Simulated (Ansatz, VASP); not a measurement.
**Si (Si (Fd-3m)): VASP beside Ansatz**

One calculation is typed for both programs; each brings its own data sets. How far apart do they land? The cell is taken from a series of runs on this material, whose earlier steps may have relaxed, scaled, displaced or heated it; both programs get it as it stands.

Method: plane waves, with VASP 6.6.1 beside it; relaxation of cell and atoms at r2SCAN, in Ansatz 0.2.0.

### Step 1. Starting point

The structure is cubic, space group Fd-3m (No. 227). The conventional cell has a = 5.444 Å, b = 5.444 Å, c = 5.444 Å, α = 90.00°, β = 90.00°, γ = 90.00°. Si has 4 Si at 2.36 Å nearest.

### Step 2. Ansatz: relaxation of cell and atoms, r2SCAN

Ansatz runs on its default PAW (the set named soft_2) files.

The relaxed volume is the usual yardstick between codes: in a stiff, nearly cubic crystal its relative difference is about their pressure difference at one cell divided by the bulk modulus.

The input, input.yaml:

```yaml
crystal:
  lattice:
    - [0.0, 2.7218512, 2.7218512]
    - [2.7218512, 0.0, 2.7218512]
    - [2.7218512, 2.7218512, 0.0]
  atoms:
    - { symbol: Si, position: [0.75, 0.75, 0.75] }
    - { symbol: Si, position: [0.5, 0.5, 0.5] }
basis:
  ecutwfc: 500
  xc_grid: 2
hamiltonian:
  xc: r2scan
kpoints:
  mp_grid: { grid: [9, 9, 9] }
scf:
  occupations: { method: fixed }
  max_iter: 100
relax:
  f_tol: 0.005
  max_steps: 60
  cell: {}
output:
  forces: true
  stress: true
checkpoint:
  write: "../cell.run"
  compress: false
  write_wavefunctions: false
  write_every: 100000
```

Command:

```bash
$ ansatz run input.yaml --threads 4 --pin off --max-ram 6594MiB --backend cpu --events-out ev --progress --plain --runs-dir out
```

Numbers of over 12 decimals in the logs are rounded to 6 here.

The log of the run:

```text
Engine: ansatz 0.2.0, aarch64-unknown-linux-gnu
Pseudopotentials: kind: paw
Pseudopotential: Si, paw, valence charge 4, recommended cutoff 500 eV (meta_gga), Si.paw.azcp
Functional definition: r2SCAN
  parameter k0 = 0.174
  parameter k1 = 0.065
  parameter a1 = 4.9479
  exchange = r2scan_x(k0 = k0, k1 = k1, a1 = a1)
  correlation = r2scan_c
Crystal: 2 atoms, lattice volume = 40.330 Å³
Basis set: ecut = 500 eV, 965 PW (Γ), exchange–correlation on 60×60×60 points (8 copies of the dense FFT grid, shifted against one another)
Bands: 8, of which v1, the nominal top of the filled ones, is band 4 counted from 1 (3 counted from 0)
Symmetry: 48 space group operations
Space group: Fd-3m (ITA 227), of the structure as read, at distance tolerance 3.4e-5 Å
k-points: 35 of 729
Non-local potential: Si, projectors of the file, l = 0: 2, l = 1: 2, l = 2: 2
PAW form: soft (Blöchl's): semilocal exchange-correlation on the pseudo side does not see the compensation charge
PAW frozen core: Si, regenerated for the run's functional (the file was generated under x = pbe(κ = 0.804, μ = 0.219515), c = pbe(β = 0.066725))
PAW one-centre angular grid: Si, 302 points (default); XC on 160 Gauss nodes
Initial density: superposition of atomic densities (neutral atoms: chi_scale 0, normalization atom), corrected by the library's trained network
Initial wavefunctions: pseudopotential atomic-orbital guess
Functional: x = r2scan, c = r2scan; τ floored in thin density (d = 2e-4 eV/Å³)
SCF iter   1: F=—  HF=-1278.116971 eV  |F-HF|=—  |Δ(HF+E_count)|=         —  Δρ=3.13e-3  dr2=3.06e-3  dr2_τ=1.22e-2  ethr=1.77e-3  ⟨swp⟩=4.2  Hψ=2033  notcnv=0  defer=58
preconditioner: auto → none  [insulator: Δε(μ)=0.751 eV  Ē_g=10.046 eV  n_scr=8 (ndim 8)  ℏωp=16.5 eV  f_vac=0.000  ε∞_Penn≈3.7]
SCF iter   2: F=—  HF=-1278.132056 eV  |F-HF|=—  |Δ(HF+E_count)|=   1.51e-2  Δρ=1.82e-3  dr2=9.12e-4  dr2_τ=4.71e-6  ethr=3.82e-5  ⟨swp⟩=2.0  Hψ=774  notcnv=0  defer=64
SCF iter   3: F=—  HF=-1278.132013 eV  |F-HF|=—  |Δ(HF+E_count)|=   4.30e-5  Δρ=2.18e-4  dr2=1.22e-5  dr2_τ=5.55e-7  ethr=1.14e-5  ⟨swp⟩=3.0  Hψ=449  notcnv=0  defer=64
SCF iter   4: F=—  HF=-1278.132019 eV  |F-HF|=—  |Δ(HF+E_count)|=   6.05e-6  Δρ=4.16e-5  dr2=2.38e-7  dr2_τ=4.31e-9  ethr=1.53e-7  ⟨swp⟩=2.3  Hψ=421  notcnv=0  defer=34
iter 5 did not close the SCF: its close was put off for the readings that it lacked (scf_convergence_deferred on its scf_iter line)
SCF iter   5: F=-1278.132020 eV  HF=-1278.132020 eV  |F-HF|=1.71e-8  |Δ(HF+E_count)|=   5.89e-7  Δρ=1.06e-5  dr2=2.38e-8  dr2_τ=2.56e-10  ethr=2.97e-9  ⟨swp⟩=2.0  Hψ=420  notcnv=0  defer=33
SCF iter   6: F=-1278.132020 eV  HF=-1278.132020 eV  |F-HF|=1.11e-10  |Δ(HF+E_count)|=   1.96e-8  Δρ=9.27e-7  dr2=1.79e-10  dr2_τ=1.01e-12  ethr=2.98e-10  ⟨swp⟩=2.0  Hψ=980  notcnv=0
SCF 1 converged in 6 iterations: F = -1278.132020 eV  dr2 = 1.79e-10
  greatest PAW one-centre occupation: 0.643 electrons in one spin orbital (limit 2), on the Si atom at site 1 (counted from 0), in its partial waves of l = 0
relax step   1: F+E_penalty+E_count = -1278.13202001 eV  Δ(F+E_penalty+E_count) = +0.000e0 eV  max|allowed force component| = 1.850e-17 eV/Å  Δτ_max = 0.0000 Å  P = +0.030 GPa  Ω = 40.330 Å³  (6 SCF iters, dr2 threshold 1.00e-7 eV, accepted)
Initial density: handed on by an earlier stage of this run
Initial wavefunctions: pseudopotential atomic-orbital guess (no wavefunctions were taken with the density)
iter 1 solved again at ethr=7.58e-8 eV; its pass at ethr=3.10e-3 eV (dr2=6.06e-6 eV) is discarded
SCF iter   1: F=—  HF=-1278.132018 eV  |F-HF|=—  |Δ(HF+E_count)|=         —  Δρ=1.07e-6  dr2=2.34e-10  dr2_τ=1.16e-12  ethr=7.58e-8  ⟨swp⟩=3.1  Hψ=2864  notcnv=0  defer=64
eigensolver tolerance schedule: the retry pair's looser diagonalisation over-reported the residual by 25918.15 of it (diagonalisation noise at 1.73 of the residual, at the tolerance the schedule requests for it); recorded, not acted on — ethr = c·dr2/N_el stays at c = 1.0e-1
preconditioner: auto → none  [insulator: Δε(μ)=0.784 eV  Ē_g=10.032 eV  n_scr=8 (ndim 8)  ℏωp=16.5 eV  f_vac=0.000  ε∞_Penn≈3.7]
SCF iter   2: F=—  HF=-1278.132020 eV  |F-HF|=—  |Δ(HF+E_count)|=   1.98e-6  Δρ=4.41e-7  dr2=4.00e-11  dr2_τ=2.82e-13  ethr=2.92e-12  ⟨swp⟩=3.3  Hψ=517  notcnv=0  defer=57
SCF iter   3: F=-1278.132020 eV  HF=-1278.132020 eV  |F-HF|=0.00e0  |Δ(HF+E_count)|=  3.16e-11  Δρ=1.01e-7  dr2=2.23e-12  dr2_τ=3.25e-14  ethr=1.00e-12  ⟨swp⟩=5.5  Hψ=1001  notcnv=0
SCF 2 converged in 3 iterations: F = -1278.132020 eV  dr2 = 2.23e-12
relax step   2: F+E_penalty+E_count = -1278.13202001 eV  Δ(F+E_penalty+E_count) = -1.933e-11 eV  max|allowed force component| = 1.388e-17 eV/Å  Δτ_max = 0.0000 Å  P = +0.030 GPa  Ω = 40.330 Å³  stress off target by 3.00e-2 GPa  SCF on the basis re-selected at this cell (its energy is not comparable with the rows above)  (3 SCF iters)
basis re-selected at this cell: Δ(F+E_penalty+E_count) = -1.933e-11 eV, ΔP = +0.000 GPa vs the last step (what re-selecting the basis moved, of the pressure what is left beyond the Pulay correction that the steps carried, after the strain that the cell walked since its last selection, with what the two solves' SCF thresholds leave and, on support functions, any second-order correction that the steps lacked; it is no  [...]
SCF converged after 3 iterations
Free energy (F): -1278.132020 eV
Harris-Foulkes:  -1278.132020 eV  (|F-HF|=0.00e0)
Internal energy: -1278.132020 eV  (E = F + TS)
E sigma→0 (E₀):  -1278.132020 eV
Fermi energy:    6.079586 eV
--- Per-component energies (eV) ---
  E_band       = 6.437592
  E_kinetic    = 80.819225
  E_local      = -53.769614  (includes V_loc(G=0)·N_el)
  E_nonlocal   = 49.999825
  E_hartree    = 14.986836
  E_xc         = -103.014480
  E_vxc        = -99.490417  (∫ρ·V_xc dr)
  E_paw        = -1039.014995  (= ΣΔE_a)
  E_vpaw       = -4.987382  (= ΣTr[D̂ρ^β])
  E_aug_tail   = 0.000009  (compensation charges beyond the density's cutoff)
  E_vtau       = 3.892270  (kinetic-family band-sum trace: ∫τ·v_τ [+ j·A + Jᵃ·Aᵃ] dr)
  E_ewald      = -227.985959
  E_core_change = -0.152866  (= ΣΔE_core)
  E_smearing   = -0.000000  (= −TS)
  E_closure    = 0.000000  (closes the sum)
  Σ components = -1278.132020   (vs F -1278.132020, Δ=0.00e0)
--- Forces (eV/Å), atoms counted from 1 ---
  atom   1  Si     0.00000000    -0.00000000     0.00000000
  atom   2  Si    -0.00000000    -0.00000000    -0.00000000
  max |Σ_I F_I| component: 4.39e-17 eV/Å
--- Stress (GPa, compression-positive) ---
        0.029998      -0.000000       0.000000
       -0.000000       0.029998      -0.000000
       -0.000000      -0.000000       0.029998
  P = ⅓ Tr σ = 0.0300 GPa (0.300 kbar)
--- Relaxed structure (1 steps of the walk, 1 accepted, 1 SCFs on fresh bases) ---
  F+E_penalty+E_count = -1278.13202001 eV   max|allowed force component| = 1.388e-17 eV/Å   (the final SCF, on the basis selected at the relaxed cell)
  cell:  # Å, volume = 40.3295 Å³
    - [0.0, 2.7218512, 2.7218512]
    - [2.7218512, 0.0, 2.7218512]
    - [2.7218512, 2.7218512, 0.0]
  atoms:
    - { symbol: Si, position: [0.750000, 0.750000, 0.750000] }
    - { symbol: Si, position: [0.5, 0.5, 0.5] }
```

Reading the cycles: dr2 is the Hartree energy of the density residual (eV), the measure of convergence; HF is the Harris–Foulkes estimate of the energy, which meets the free energy F at convergence.

### Step 3. VASP: relaxation of cell and atoms, r2SCAN

The same cell, functional and mesh now go to VASP, with its own data sets.

Lines of VASP's logs that name or quote its potential files are left out, and so is its time.

The input, INCAR:

```
SYSTEM = Si
PREC = Accurate
ENCUT = 550
EDIFF = 1E-07
NELM = 120
ISMEAR = 0
SIGMA = 0.01
LREAL = .FALSE.
ALGO = Normal
METAGGA = R2SCAN
LASPH = .TRUE.
NBANDS = 10
LORBIT = 11
LWAVE = .FALSE.
LCHARG = .FALSE.
ISIF = 3
IBRION = 2
NSW = 80
EDIFFG = -0.005
GGA_COMPAT = .FALSE.
NELMIN = 4
EFERMI = MIDGAP
LMIXTAU = .TRUE.
```

The input, POSCAR:

```
Si
1.0
    0.0000000000      2.7218510000      2.7218510000
    2.7218510000      0.0000000000      2.7218510000
    2.7218510000      2.7218510000      0.0000000000
Si
2
Direct
    0.7500000459      0.7500000459      0.7499998623
    0.5000000459      0.5000000459      0.4999998623
```

The input, KPOINTS:

```
Automatic mesh
0
Gamma
9 9 9
0 0 0
```

Potentials, in the order of the species: Si (PBE family, release 64).

Command:

```bash
$ mpirun -np 1 vasp_std
```

The log of the run:

```text
[banner, memory and clock lines left out]
running    1 mpi-ranks, on    1 nodes
 distrk:  each k-point on    1 cores,    1 groups
 distr:  one band on    1 cores,    1 groups

 POSCAR found type information on POSCAR Si
 POSCAR found :  1 types and       2 ions
|                                                                             |
|               ----> ADVICE to this user running VASP <----                  |
|                                                                             |
|     You enforced a specific xc type in the INCAR file but a different       |
|     [... a line on the potential file left out ...]
|     I HOPE YOU KNOW WHAT YOU ARE DOING!                                     |
|                                                                             |

 LDA part: xc-table for (None), standard interpolation
 POSCAR, INCAR and KPOINTS ok, starting setup
 FFT: planning ... GRIDC
 FFT: planning ... GRID_SOFT
 FFT: planning ... GRID
 WAVECAR not read
 entering main loop
       N       E                     dE             d eps       ncg     rms          rms(c)
DAV:   1     0.239287875757E+01    0.23929E+01   -0.36452E+03   700   0.712E+02
DAV:   2    -0.181198896248E+02   -0.20513E+02   -0.19292E+02   966   0.946E+01
DAV:   3    -0.187116165293E+02   -0.59173E+00   -0.59041E+00   864   0.147E+01
DAV:   4    -0.187161588253E+02   -0.45423E-02   -0.45416E-02   874   0.158E+00
DAV:   5    -0.187161941601E+02   -0.35335E-04   -0.35334E-04   866   0.132E-01    0.599E+00
DAV:   6    -0.175428077135E+02    0.11734E+01   -0.13881E-01   754   0.246E+00    0.419E+00
DAV:   7    -0.184889033127E+02   -0.94610E+00   -0.56151E-01   750   0.327E+00    0.846E-01
DAV:   8    -0.175393728396E+02    0.94953E+00   -0.13130E-01   742   0.214E+00    0.418E-01
DAV:   9    -0.175373606049E+02    0.20122E-02   -0.41943E-02   726   0.156E+00    0.192E-01
DAV:  10    -0.175486182858E+02   -0.11258E-01   -0.96732E-03   724   0.834E-01    0.890E-02
DAV:  11    -0.175488546742E+02   -0.23639E-03   -0.12623E-04   860   0.984E-02    0.652E-02
DAV:  12    -0.175488546651E+02    0.91363E-08   -0.20580E-04   718   0.143E-01    0.436E-02
DAV:  13    -0.175488772713E+02   -0.22606E-04   -0.11613E-04   714   0.117E-01    0.988E-03
DAV:  14    -0.175488880952E+02   -0.10824E-04   -0.11748E-05   716   0.321E-02    0.626E-03
DAV:  15    -0.175488893563E+02   -0.12612E-05   -0.84628E-07   756   0.105E-02    0.591E-03
DAV:  16    -0.175488887980E+02    0.55830E-06   -0.27331E-07   776   0.385E-03    0.251E-03
DAV:  17    -0.175488889358E+02   -0.13780E-06   -0.11976E-07   714   0.368E-03    0.177E-03
DAV:  18    -0.175488889689E+02   -0.33090E-07   -0.32209E-08   402   0.223E-03
   1 F= -.17548889E+02 E0= -.17548889E+02  d E =-.175489E+02
 curvature:   0.00 expect dE= 0.000E+00 dE for cont linesearch  0.000E+00
 trial: gam= 0.00000 g(F)=  0.260E-43 g(S)=  0.193E-03 ort = 0.000E+00 (trialstep = 0.100E+01)
 search vector abs. value=  0.193E-03
 bond charge predicted
       N       E                     dE             d eps       ncg     rms          rms(c)
DAV:   1    -0.175489417471E+02   -0.52811E-04   -0.27675E-03   758   0.253E-01    0.558E-02
DAV:   2    -0.175489215952E+02    0.20152E-04   -0.97759E-05   780   0.618E-02    0.370E-02
DAV:   3    -0.175489038097E+02    0.17785E-04   -0.31549E-05   716   0.406E-02    0.101E-02
DAV:   4    -0.175489139700E+02   -0.10160E-04   -0.44650E-06   762   0.152E-02    0.975E-03
DAV:   5    -0.175489098643E+02    0.41057E-05   -0.28010E-06   712   0.141E-02    0.773E-03
DAV:   6    -0.175489159051E+02   -0.60408E-05   -0.27062E-06   708   0.139E-02    0.420E-04
DAV:   7    -0.175489158373E+02    0.67797E-07   -0.20286E-07   720   0.445E-03
   2 F= -.17548916E+02 E0= -.17548916E+02  d E =-.268684E-04
 trial-energy change:   -0.000027  1 .order   -0.000023   -0.000193    0.000147
 step:   0.5839(harm=  0.5678)  dis= 0.00000  next Energy=   -17.548946 (dE=-0.572E-04)
 bond charge predicted
       N       E                     dE             d eps       ncg     rms          rms(c)
DAV:   1    -0.175489527984E+02   -0.36893E-04   -0.47627E-04   758   0.105E-01    0.233E-02
DAV:   2    -0.175489491544E+02    0.36440E-05   -0.17348E-05   776   0.262E-02    0.154E-02
DAV:   3    -0.175489455561E+02    0.35983E-05   -0.54419E-06   714   0.173E-02    0.411E-03
DAV:   4    -0.175489469987E+02   -0.14426E-05   -0.85634E-07   754   0.676E-03    0.404E-03
DAV:   5    -0.175489452090E+02    0.17897E-05   -0.45659E-07   708   0.483E-03    0.345E-03
DAV:   6    -0.175489463137E+02   -0.11047E-05   -0.47013E-07   706   0.472E-03    0.137E-04
DAV:   7    -0.175489463767E+02   -0.62985E-07   -0.26838E-08   390   0.162E-03
   3 F= -.17548946E+02 E0= -.17548946E+02  d E =-.574077E-04
 curvature:  -0.28 expect dE=-0.477E-07 dE for cont linesearch -0.477E-07
 trial: gam= 0.00000 g(F)=  0.277E-43 g(S)=  0.168E-06 ort =-0.570E-05 (trialstep = 0.917E+00)
 search vector abs. value=  0.168E-06
 reached required accuracy - stopping structural energy minimisation
```

From OUTCAR (step 3):

```text
ion  position               nearest neighbor table
   1  0.750  0.750  0.750-   2 2.36   2 2.36   2 2.36   2 2.36
   2  0.500  0.500  0.500-   1 2.36   1 2.36   1 2.36   1 2.36

  LATTYP: Found a face centered cubic cell.
 ALAT       =     5.4437020000

 Subroutine GETGRP returns: Found 48 space group operations
 (whereof 24 operations were pure point group operations)

The static configuration has the point symmetry T_d .
 The point group associated with its full space group is O_h .

 Found     35 irreducible k-points:

   k-points           NKPTS =     35   k-points in BZ     NKDIM =     35   number of bands    NBANDS=     10

   dimension x,y,z NGX =    30 NGY =   30 NGZ =   30
   dimension x,y,z NGXF=    60 NGYF=   60 NGZF=   60

   ENCUT  =  550.0 eV  40.42 Ry    6.36 a.u.   7.36  7.36  7.36*2*pi/ulx,y,z

   NELECT =       8.0000    total number of electrons

 k-points in reciprocal lattice and weights: Automatic mesh
   0.00000000  0.00000000  0.00000000       0.001
   0.11111111  0.00000000  0.00000000       0.011
   0.22222222  0.00000000  0.00000000       0.011
   0.33333333  0.00000000  0.00000000       0.011
   0.44444444  0.00000000  0.00000000       0.011
   0.11111111  0.11111111  0.00000000       0.008
   0.22222222  0.11111111  0.00000000       0.033
   0.33333333  0.11111111  0.00000000       0.033
   0.44444444  0.11111111  0.00000000       0.033
[...]
-0.33333333  0.44444444  0.11111111       0.033
  -0.33333333  0.44444444  0.22222222       0.033

 average (electrostatic) potential at core
       1 -86.2305       2 -86.2305

 E-fermi :   6.0852

 k-point     1 :       0.0000    0.0000    0.0000
  band No.  band energies     occupation
      1      -6.8033      2.00000
      2       5.6875      2.00000
      3       5.6875      2.00000
      4       5.6875      2.00000
      5       8.4435      0.00000
      6       8.4435      0.00000
      7       8.4435      0.00000
      8       9.6151      0.00000
      9      13.8116      0.00000
    ...

 k-point     2 :       0.1111    0.0000    0.0000
  band No.  band energies     occupation
      1      -6.6341      2.00000
      2       4.3168      2.00000
      3       5.4378      2.00000
      4       5.4378      2.00000
      5       8.5096      0.00000
      6       8.8123      0.00000
      7       8.8123      0.00000
      8      10.6819      0.00000
      9      13.4028      0.00000
    ...

 k-point     3 :       0.2222    0.0000    0.0000
  band No.  band energies     occupation
      1      -6.1367      2.00000
      2       2.1548      2.00000
      3       4.9894      2.00000
      4       4.9894      2.00000
      5       8.1407      0.00000
      6       9.3731      0.00000
      7       9.3731      0.00000
      8      12.7126      0.00000
      9      13.1913      0.00000
    ...

  Total        0.0015240      0.0015240      0.0015240      0.0000000      0.0000000      0.0000000
  in kB        0.0606776      0.0606776      0.0606776      0.0000000      0.0000000      0.0000000
  external PRESSURE =       0.0606776 kB  Pullay stress =       0.0000000 kB

  energy-cutoff  :      550.00
  volume of cell :       40.24
      direct lattice vectors                 reciprocal lattice vectors
     0.000000000  2.719868823  2.719868823    -0.183832395  0.183832395  0.183832395
     2.719868823  0.000000000  2.719868823     0.183832395 -0.183832395  0.183832395
     2.719868823  2.719868823 -0.000000000     0.183832395  0.183832395 -0.183832395

 POSITION                                       TOTAL-FORCE (eV/Angst)
 -----------------------------------------------------------------------------------
      4.07980      4.07980      4.07980        -0.000000     -0.000000     -0.000000
      2.71987      2.71987      2.71987         0.000000      0.000000      0.000000
 -----------------------------------------------------------------------------------
    total drift:                                0.000018      0.000018     -0.000024

  FREE ENERGIE OF THE ION-ELECTRON SYSTEM (eV)
  ---------------------------------------------------
  free  energy   TOTEN  =       -17.5489463767 eV

  energy  without entropy=      -17.5489463767  energy(sigma->0) =      -17.54894638

 reached required accuracy - stopping structural energy minimisation

 total charge
# of ion       s       p       d       tot
------------------------------------------
    1        0.745   0.962   0.000   1.707
    2        0.745   0.962   0.000   1.707
--------------------------------------------------
tot          1.490   1.924   0.000   3.414

[... 3 further parts left out ...]
```

### Step 4. Comparison

Known differences besides the potentials themselves: VASP keeps PBE cores, Ansatz makes them for the functional; fixed occupations in Ansatz, narrow Gaussian smearing in VASP; the cutoff is 500 eV in Ansatz and 550 eV in VASP; Ansatz adds a Pulay correction to the stress that steers its cell, VASP none. Total energies have different zeros and are not compared.

The two programs side by side:

| quantity | Ansatz | VASP | difference |
| --- | --- | --- | --- |
| volume (Å³) | 40.33 | 40.24 | +0.22 % |
| edge a after relaxation, in the typed setting (Å) | 3.849 | 3.846 | +0.07 % |

### Step 5. What came out

| Item | Value |
| --- | --- |
| difference in volume (relaxation of cell and atoms, r2SCAN) | 0.22 % |

What this shows: The difference in volume is 0.22 % (relaxation of cell and atoms, r2SCAN), within the 1.2 % picked in this series as the mark of a large difference, as far as the stopping tolerances let one tell. How closely two codes agree says nothing of how well the functional describes the real material.

[Lines on the potential files, build, host, timing and source positions are cut from VASP's logs without a mark.]

[Logs are printed without paths, hosts, clocks, repeated set-up lines and the standing remarks that a program may print on its own settings, such as how far it seeks lower states.]

[Hosts, paths, dates, database ids (printed as entryN), source tags and the programs' standing remarks are cut or masked in the printed files.]
